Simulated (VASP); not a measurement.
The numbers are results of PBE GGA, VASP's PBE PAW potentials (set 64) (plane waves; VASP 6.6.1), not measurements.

The input files of a VASP run:

File POSCAR:
```
Ca
1.0
  0.0000000000   2.8333030000   2.8333030000
  2.8333030000   0.0000000000   2.8333030000
  2.8333030000   2.8333030000   0.0000000000
Ca
1
direct
  0.0000000000   0.0000000000   0.0000000000
```

### INCAR
```
# general
SYSTEM = Ca
PREC   = Accurate
ENCUT  = 300   # plane-wave cut-off (eV)
LREAL  = .False.   # projection in real space or not
LASPH  = .True.   # aspherical one-centre terms

# electronic loop
EDIFF  = 1E-6
NELM   = 100   # most electronic steps
ALGO   = Normal

# smearing
ISMEAR = 0   # Gaussian
SIGMA  = 0.1

# functional
GGA    = PE

# ions
ISIF   = 2   # forces and stress, cell fixed

# output
LWAVE  = .False.
LCHARG = .False.
```

### KPOINTS
```
K-points
0
G
  7 7 7
0 0 0
```

POTCAR, in this order: Ca_sv (PBE.64 set). Program: vasp_std.

Question: What will the output report for the number of irreducible k-points (NKPTS), largest plane-wave count, number of space-group operations, FFT grid (NGX, NGY, NGZ)?

Answer: 
- number of irreducible k-points (NKPTS): 20
- largest plane-wave count: 548
- number of space-group operations: 48
- FFT grid (NGX, NGY, NGZ): 24 × 24 × 24

The structure comes from a computed database's Ca entry; how it stands against other phases isn't given here. The cell was not relaxed at this level. The run is one of a series of settings (SIGMA = 0.1, KPOINTS 7×7×7 Γ-centred mesh against the base run), some of them coarse on purpose.
